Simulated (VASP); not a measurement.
Given:

```
CELL_PARAMETERS angstrom
     -2.68975     2.68975     2.68975
      2.68975    -2.68975     2.68975
      2.68975     2.68975    -2.68975
ATOMIC_POSITIONS crystal
  Rb 0.00000 0.00000 0.00000
```

The numbers are results of LDA (Ceperley-Alder, Perdew-Zunger), VASP's LDA PAW potentials (set 64) (plane waves; VASP), not measurements. Numerical set-up: 520 eV cut-off, Gaussian smearing of 0.050 eV, potentials Rb_sv.

Problem. Give the energies of bands 5 to 7 at the high-symmetry points, in eV from the Fermi level.

Solution. 
| band | Γ | H | N | P |
|---|---|---|---|---|
| 5 | -2.22 | 1.13 | 0.14 | 1.35 |
| 6 | 3.69 | 1.13 | 0.95 | 1.35 |
| 7 | 3.69 | 3.66 | 2.52 | 1.35 |

It has no gap at this level: it comes out as a metal or semimetal.

The compound is Rb in the bcc structure. It was relaxed first, which changed the volume by -14 %.
